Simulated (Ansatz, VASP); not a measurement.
## Cross-check of Ni (Ni(110)-(1x2) missing row) between VASP and Ansatz

Wanted: the spread between two codes on one cell, functional and k mesh. Of the first pair: The structure shown is the start of the Ansatz relaxation below; VASP solves that cell, so the two are compared at the walk's first step.

Program: Ansatz 0.2.0. Level of theory: plane waves, with VASP 6.6.1 beside it; single point at PBE with D3(BJ). Results are calculated unless marked as measured.

## Step 1: Starting point

The cell holds 9 atoms: 9 Ni. Its edges and angles: a = 7.040 Å, b = 2.489 Å, c = 21.978 Å, α = 90.0°, β = 90.0°, γ = 90.0°. Vacuum lies along c.

## Step 2: Ansatz: relaxation, PBE with D3(BJ)

Ansatz runs on its default PAW (the set named soft_2) files.

The two programs are compared at the cell with which this relaxation starts, whose forces are those of its first step.

input.yaml

```yaml
crystal:
  lattice:
    - [7.04, 0.0, 0.0]
    - [0.0, 2.4890158698, 0.0]
    - [0.0, 0.0, 21.9780317396]
  atoms:
    - { symbol: Ni, position: [0.0, 0.0, 0.3867498282], spin: 0.7 }
    - { symbol: Ni, position: [0.5, 0.0, 0.3867498282], spin: 0.7 }
    - { symbol: Ni, position: [0.25, 0.5, 0.4433749141], spin: 0.7 }
    - { symbol: Ni, position: [0.75, 0.5, 0.4433749141], spin: 0.7 }
    - { symbol: Ni, position: [0.0, 0.0, 0.5], spin: 0.7 }
    - { symbol: Ni, position: [0.5, 0.0, 0.5], spin: 0.7 }
    - { symbol: Ni, position: [0.25, 0.5, 0.5566250859], spin: 0.7 }
    - { symbol: Ni, position: [0.75, 0.5, 0.5566250859], spin: 0.7 }
    - { symbol: Ni, position: [0.0, 0.0, 0.6132501718], spin: 0.7 }
magnetization:
  spin_polarized: true
kpoints:
  mp_grid: { grid: [4, 11, 1] }
hamiltonian:
  xc: pbe
  dispersion: d3bj
scf:
  occupations: { method: fermi_dirac, width: 0.1 }
  convergence: { dr2_threshold: 1.0e-08 }
efield:
  axis: 3
  dipole_correction: true
  ramp_position: 0.97
  ramp_width: 0.06
relax:
  f_tol: 0.015
  max_steps: 90
  constraints: [{ sites: [0, 1, 2, 3] }]
output:
  write_potential: true
  write_density: true
  volumetric_format: npy
```

Launch:

```sh
$ ansatz run input.yaml --threads 4 --pin off --max-ram 6144MiB --backend cpu --events-out ev --progress --plain --runs-dir out
```

Numbers of over 12 decimals in the logs are rounded to 6 here.

Log:

```text
Engine: ansatz 0.2.0, aarch64-unknown-linux-gnu
Pseudopotentials: kind: paw
Pseudopotential: Ni, paw, valence charge 18, recommended cutoff 420 eV (normal), Ni.paw.azcp
Functional definition: PBE
  parameter kappa = 0.804
  parameter beta = 0.066725
  exchange = pbe_x(kappa = kappa, mu = beta*pi^2/3)
  correlation = pbe_c(beta = beta)
Crystal: 9 atoms, lattice volume = 385.114 Å³
Basis set: ecut = 420 eV, 7555 PW (Γ), exchange–correlation on 96×36×300 points (8 copies of the dense FFT grid, shifted against one another)
Bands: 101, of which v1, the nominal top of the filled ones, is band 81 counted from 1 (80 counted from 0)
Symmetry: 4 space group operations
k-points: 18 of 44
Non-local potential: Ni, projectors of the file, l = 0: 3, l = 1: 2, l = 2: 3, l = 3: 1
PAW form: soft (Blöchl's): semilocal exchange-correlation on the pseudo side does not see the compensation charge
PAW one-centre angular grid: Ni, 590 points (default); XC on 64 Gauss nodes
Initial density: superposition of atomic densities (neutral atoms: chi_scale 0, normalization atom)
Starting moments: Σ|m| = 6.3 μB on 9 of 9 sites
Initial wavefunctions: pseudopotential atomic-orbital guess
Functional: x = pbe(κ = 0.804, μ = 0.219515), c = pbe(β = 0.066725)
SCF iter   1: F=—  HF=-52546.157266 eV  |F-HF|=—  |Δ(HF+E_count)|=         —  Δρ=1.97e-2 (↑1.63e-2 ↓1.97e-2)  dr2=9.25e0  dr2_m=6.13e-1  M=6.806 μB ∫|m|=7.102 μB  β_m=1.00  ethr=3.10e-3  p=0.000 e·Å  D=1.05e-7 V/Å  ΔV_dip=-0.00 eV  dr2_dipole=4.00e-3  V_vac-E_F(+/−)=7.02/7.02 eV  ⟨swp⟩=12.3  Hψ=20097  notcnv=0  defer=116
Mixer restart at iter 1: flushing history
efield: sawtooth ramp at fractional position 0.9700 (set: `efield.ramp_position`, or a place that a band, a saddle search or an elastic batch's reference lends), width 0.0600; the density the first Hamiltonian is built on has a dipole p = 0.000 e·Å; the dipole correction subtracts the counter field D = 1.05e-7 V/Å, which shifts the + side's vacuum level by -0.00 eV against the − side's; the planar-averaged density in the ramp window peaks in size at 8.1e-6 e/Å³
preconditioner: auto → LDOS  [metal: Δε(μ)=0.002 eV  Ē_g=6.513 eV  σ=0.100 eV  W_gap=0.01  n_scr=68 (ndim 8)  ℏωp=18.0 eV  f_vac=0.656  D(μ)=20.98/eV (n_scr^D=204)]
spin=Collinear: LDOS preconditioning applied to the charge; magnetization (m = ρ↑ − ρ↓) channel mixes plain (no charge-response kernel on spin).
SCF iter   2: F=—  HF=-52547.898623 eV  |F-HF|=—  |Δ(HF+E_count)|=    1.74e0  Δρ=1.25e-2 (↑1.25e-2 ↓9.97e-3)  dr2=2.47e0  dr2_m=1.79e-2  M=6.747 μB ∫|m|=7.359 μB  β_m=0.35  ethr=3.10e-3  p=-0.007 e·Å  D=-3.38e-3 V/Å  ΔV_dip=0.07 eV  dr2_dipole=3.61e-3  V_vac-E_F(+/−)=6.11/6.04 eV  ⟨swp⟩=2.8  Hψ=6223  notcnv=0  defer=220
density mixer auto → msr1: a metal under ldos (density of states about μ 3.84 of a free-electron gas's, 68 screened modes)
SCF iter   3: F=—  HF=-52551.851605 eV  |F-HF|=—  |Δ(HF+E_count)|=    3.95e0  Δρ=4.40e-3 (↑3.13e-3 ↓4.40e-3)  dr2=3.11e-1  dr2_m=5.24e-3  M=6.772 μB ∫|m|=7.510 μB  β_m=0.44  ethr=1.53e-3  p=-0.013 e·Å  D=-6.00e-3 V/Å  ΔV_dip=0.13 eV  dr2_dipole=6.29e-4  V_vac-E_F(+/−)=5.46/5.33 eV  ⟨swp⟩=3.2  Hψ=5933  notcnv=0  defer=217
SCF iter   4: F=—  HF=-52554.173096 eV  |F-HF|=—  |Δ(HF+E_count)|=    2.32e0  Δρ=6.61e-3 (↑3.52e-3 ↓6.61e-3)  dr2=2.63e-1  dr2_m=1.40e-2  M=6.655 μB ∫|m|=7.494 μB  β_m=0.72  ethr=1.92e-4  p=-0.016 e·Å  D=-7.52e-3 V/Å  ΔV_dip=0.17 eV  dr2_dipole=3.76e-5  V_vac-E_F(+/−)=5.04/4.88 eV  ⟨swp⟩=2.5  Hψ=6089  notcnv=0  defer=210
SCF iter   5: F=—  HF=-52555.137921 eV  |F-HF|=—  |Δ(HF+E_count)|=         —  Δρ=4.81e-3 (↑2.37e-3 ↓4.81e-3)  dr2=9.99e-2  dr2_m=1.70e-2  M=6.423 μB ∫|m|=7.293 μB  β_m=0.72  ethr=1.62e-4  p=-0.014 e·Å  D=-6.36e-3 V/Å  ΔV_dip=0.14 eV  dr2_dipole=3.34e-4  V_vac-E_F(+/−)=4.76/4.62 eV  ⟨swp⟩=2.7  Hψ=6899  notcnv=0  defer=214
SCF iter   6: F=—  HF=-52555.143600 eV  |F-HF|=—  |Δ(HF+E_count)|=   5.68e-3  Δρ=4.03e-3 (↑1.42e-3 ↓4.03e-3)  dr2=6.47e-2  dr2_m=7.61e-3  M=6.327 μB ∫|m|=7.183 μB  β_m=0.62  ethr=6.16e-5  p=-0.016 e·Å  D=-7.53e-3 V/Å  ΔV_dip=0.17 eV  dr2_dipole=4.62e-5  V_vac-E_F(+/−)=4.74/4.58 eV  ⟨swp⟩=2.0  Hψ=6567  notcnv=0  defer=248
SCF iter   7: F=—  HF=-52555.129384 eV  |F-HF|=—  |Δ(HF+E_count)|=   1.42e-2  Δρ=9.51e-4 (↑7.87e-4 ↓9.51e-4)  dr2=6.15e-3  dr2_m=4.84e-4  M=6.368 μB ∫|m|=7.224 μB  β_m=0.64  ethr=4.00e-5  p=-0.015 e·Å  D=-6.97e-3 V/Å  ΔV_dip=0.15 eV  dr2_dipole=1.11e-5  V_vac-E_F(+/−)=4.70/4.54 eV  ⟨swp⟩=2.0  Hψ=5886  notcnv=0  defer=234
SCF iter   8: F=—  HF=-52555.128968 eV  |F-HF|=—  |Δ(HF+E_count)|=   4.16e-4  Δρ=4.54e-4 (↑2.50e-4 ↓4.54e-4)  dr2=1.07e-3  dr2_m=1.47e-4  M=6.357 μB ∫|m|=7.208 μB  β_m=0.61  ethr=3.80e-6  p=-0.016 e·Å  D=-7.38e-3 V/Å  ΔV_dip=0.16 eV  dr2_dipole=1.89e-7  V_vac-E_F(+/−)=4.68/4.52 eV  ⟨swp⟩=2.7  Hψ=7122  notcnv=0  defer=245
[...]
SCF converged after 14 iterations
Magnetization: 6.3087 μB (84.1543 up, 77.8457 down)
Absolute magnetization: 7.1531 μB (∫|ρ↑−ρ↓|, with the PAW one-centre terms)
Spin contamination: 0.0895 ħ² per cell (⟨S²⟩ above its minimum at these occupations)
Per-site moments (μB) at R_I (Å): [(0.779662, 1.005477), (0.794234, 1.021356), (0.687489, 1.013331), (0.687489, 1.013331), (0.766655, 0.968845), (0.668877, 1.013128), (0.732673, 1.005432), (0.732673, 1.005432), (0.756665, 0.968845)]
Free energy (F): -52555.206357 eV
Harris-Foulkes:  -52555.206357 eV  (|F-HF|=2.58e-9)
Internal energy: -52554.645026 eV  (E = F + TS)
E sigma→0 (E₀):  -52554.925691 eV
Entropy (-TS):   -0.561331 eV (-62.370 meV/atom)
Fermi energy:    1.249489 eV
Dipole field:    D = -0.009700 V/Å  (p = -0.020644 e·Å, saw-weighted, corrected)
Work function:   Φ+ = 4.6915 eV   Φ− = 4.4783 eV
Levels:          The Fermi level and band energies are counted from a zero that moves with the ramp; work functions are not
--- Per-component energies (eV) ---
  E_band       = -5263.295940
  E_kinetic    = 2532.253708
  E_local      = -309738.097711  (includes V_loc(G=0)·N_el)
  E_nonlocal   = 5742.784389
  E_hartree    = 150964.757732
  E_xc         = -752.557014
  E_vxc        = -969.419524  (∫ρ·V_xc dr)
  E_paw        = -14685.483142  (= ΣΔE_a)
  E_vpaw       = -4759.846485  (= ΣTr[D̂ρ^β])
  E_aug_tail   = 0.004752  (compensation charges beyond the density's cutoff)
  E_efield     = 0.000100  (sawtooth field / dipole correction)
  E_vefield    = -0.490538  (∫n·V_field dr)
  E_ewald      = 113384.281554
  E_disp       = -2.589394  (pairwise vdW)
  E_smearing   = -0.561331  (= −TS)
  E_closure    = 0.000000  (closes the sum)
  Σ components = -52555.206357   (vs F -52555.206357, Δ=0.00e0)
--- Forces (eV/Å), atoms counted from 1 ---
  atom   1  Ni     0.00000000     0.00000000     0.55991562
  atom   2  Ni     0.00000000     0.00000000     0.65184326
  atom   3  Ni     0.07979373     0.00000000    -0.60380355
  atom   4  Ni    -0.07979373     0.00000000    -0.60380355
  atom   5  Ni     0.00000000     0.00000000    -0.00910742
  atom   6  Ni     0.00000000     0.00000000    -0.00362508
  atom   7  Ni     0.00226622     0.00000000     0.00397993
  atom   8  Ni    -0.00226622     0.00000000     0.00397993
  atom   9  Ni     0.00000000     0.00000000     0.00064394
  max |Σ_I F_I| component: 2.31e-5 eV/Å
--- Band table (eV; the first three rows and the last of 36) ---
  k-point 0 ↑: bands = [... 77 lower, 0.4020, 0.4046, 0.5200, 0.5930, 0.6063, 0.6305, 0.6428, 0.6429, ... 16 higher]
  k-point 1 ↑: bands = [... 77 lower, 0.3372, 0.4259, 0.4630, 0.5029, 0.5534, 0.5940, 0.5975, 0.6459, ... 16 higher]
  k-point 2 ↑: bands = [... 77 lower, 0.3272, 0.3700, 0.3963, 0.4758, 0.5190, 0.6981, 0.7906, 0.9240, ... 16 higher]
  k-point 17 ↓: bands = [... 77 lower, 1.5180, 1.5583, 1.5841, 1.6413, 2.1946, 2.2455, 3.3997, 3.5948, ... 16 higher]
--- Relaxed structure (4 steps of the walk, 4 accepted, 0 SCFs on fresh bases) ---
  F+E_penalty+E_count = -52555.20635672 eV   max|allowed force component| = 9.107e-3 eV/Å
  atoms:
    - { symbol: Ni, position: [0.0, 0.0, 0.3867498282] }
    - { symbol: Ni, position: [0.500000, 0.0, 0.3867498282] }
    - { symbol: Ni, position: [0.250000, 0.500000, 0.443375] }
    - { symbol: Ni, position: [0.75, 0.500000, 0.443375] }
    - { symbol: Ni, position: [0.0, 0.0, 0.497657] }
    - { symbol: Ni, position: [0.500000, 0.0, 0.499408] }
    - { symbol: Ni, position: [0.254658, 0.500000, 0.555138] }
    - { symbol: Ni, position: [0.745342, 0.500000, 0.555138] }
    - { symbol: Ni, position: [0.0, 0.0, 0.604524] }
```

Reading the cycles: dr2 is the Hartree energy of the density residual (eV), the measure of convergence; HF is the Harris–Foulkes estimate of the energy, which meets the free energy F at convergence.

(Continued in part 2 of 3.)

[Lines on the potential files, build, host, timing and source positions are cut from VASP's logs without a mark.]

[Logs are printed without paths, hosts, clocks, repeated set-up lines and the standing remarks that a program may print on its own settings, such as how far it seeks lower states.]

[Hosts, paths, dates, database ids (printed as entryN), source tags and the programs' standing remarks are cut or masked in the printed files.]
